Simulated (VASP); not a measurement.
Input:

```
CELL_PARAMETERS angstrom
      1.56504    -2.71073     0.00000
      1.56504     2.71073     0.00000
      0.00000     0.00000    10.08568
ATOMIC_POSITIONS crystal
  Ga 0.66667 0.33333 0.25117
  Al 0.33333 0.66667 0.99697
  Al 0.66667 0.33333 0.75032
  Al 0.33333 0.66667 0.50334
  N  0.66667 0.33333 0.44591
  N  0.33333 0.66667 0.18552
  N  0.66667 0.33333 0.93886
  N  0.33333 0.66667 0.69192
```

All values below come from PBEsol GGA, VASP's PBE PAW potentials (set 64) (plane waves; VASP). Numerical set-up: 520 eV cut-off, Gaussian smearing of 0.050 eV, potentials Ga_d Al N.

Give the energies of bands 12 to 25 at the high-symmetry points, in eV from the valence-band maximum.

```csv
band,Γ,M,K,A,L,H
12,-3.35,-5.77,-5.05,-1.63,-5.36,-4.82
13,-1.15,-4.55,-4.41,-1.24,-5.06,-4.76
14,-1.15,-3.75,-4.20,-1.11,-3.06,-4.74
15,-0.85,-2.42,-4.07,-1.11,-2.79,-4.60
16,-0.85,-2.08,-4.05,-0.94,-2.28,-3.25
17,-0.68,-1.79,-2.79,-0.94,-2.17,-3.12
18,-0.68,-1.78,-2.68,-0.61,-1.57,-1.90
19,-0.16,-1.68,-2.66,-0.61,-1.41,-1.89
20,0.00,-1.52,-1.16,-0.01,-1.23,-1.80
21,0.00,-0.90,-1.07,-0.01,-1.10,-1.72
22,3.30,4.64,4.75,4.03,4.36,5.44
23,5.33,4.91,6.82,4.63,4.80,5.72
24,5.86,5.28,6.94,5.82,5.39,7.27
25,6.11,5.71,7.24,6.23,5.60,7.87
```

The gap is direct, 3.30 eV, from the valence maximum at Γ to the conduction minimum at Γ.

The structure was generated: Al3GaN4 was put into an ordered model structure (P3m1), which need not be its known phase. It was relaxed first.
